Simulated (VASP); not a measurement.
A convergence study with VASP on AlN (zinc blende): one setting is varied, all else stays as given below, so the limit is that of these other settings.

```
AlN
1.0
    0.00000     2.19000     2.19000
    2.19000     0.00000     2.19000
    2.19000     2.19000     0.00000
Al N
1 1
Direct
  0.00000   0.00000   0.00000
  0.25000   0.25000   0.25000
```

Calculation: PBE GGA, VASP's PBE PAW potentials (set 64) (plane waves; VASP). The tightest run used: 700 eV cut-off, 20×20×20 Γ-centred mesh, Gaussian smearing of 0.050 eV, potentials Al N.

### Question
The settings run are 1×1×1 mesh; 2×2×2 mesh; 3×3×3 mesh; 4×4×4 mesh; 5×5×5 mesh; 6×6×6 mesh; 7×7×7 mesh; 8×8×8 mesh; 9×9×9 mesh; 10×10×10 mesh; 11×11×11 mesh; 12×12×12 mesh; 13×13×13 mesh; 14×14×14 mesh; 15×15×15 mesh; 16×16×16 mesh; 17×17×17 mesh; 18×18×18 mesh; 19×19×19 mesh; 20×20×20 mesh. From which on does the stress (every component) stay within 0.2 GPa of the tightest run?

### Answer
From 4×4×4 mesh on: it is off by 0.04 there and by no more than 0.2 in any finer run, while 3×3×3 mesh is off by 0.38.
```
setting        E (eV/atom)  pressure (GPa)  irreducible k-points  difference judged (GPa)
-------------  -----------  --------------  --------------------  -----------------------
1×1×1 mesh         -1.5713           21.54                     1                    18.78
2×2×2 mesh         -6.7024            7.23                     3                     4.46
3×3×3 mesh         -7.3247            3.14                     4                     0.38
4×4×4 mesh         -7.4062            2.81                     8                     0.04
5×5×5 mesh         -7.4207            2.76                    10                     0.00
6×6×6 mesh         -7.4237            2.76                    16                     0.00
7×7×7 mesh         -7.4243            2.76                    20                     0.00
8×8×8 mesh         -7.4245            2.76                    29                     0.00
9×9×9 mesh         -7.4246            2.76                    35                     0.00
10×10×10 mesh      -7.4246            2.76                    47                     0.00
11×11×11 mesh      -7.4246            2.76                    56                     0.00
12×12×12 mesh      -7.4246            2.77                    72                     0.00
13×13×13 mesh      -7.4246            2.76                    84                     0.00
14×14×14 mesh      -7.4246            2.77                   104                     0.00
15×15×15 mesh      -7.4246            2.76                   120                     0.00
16×16×16 mesh      -7.4246            2.76                   145                     0.00
17×17×17 mesh      -7.4246            2.76                   165                     0.00
18×18×18 mesh      -7.4246            2.76                   195                     0.00
19×19×19 mesh      -7.4246            2.76                   220                     0.00
20×20×20 mesh      -7.4246            2.76                   256                     0.00
```

Left out are rungs that failed or repeat a setting and relaxations that didn't move; long series are thinned to 24 rows.

The compound is AlN in the zinc blende structure, a metastable form; wurtzite is the usual one. The cell was not relaxed at this level.
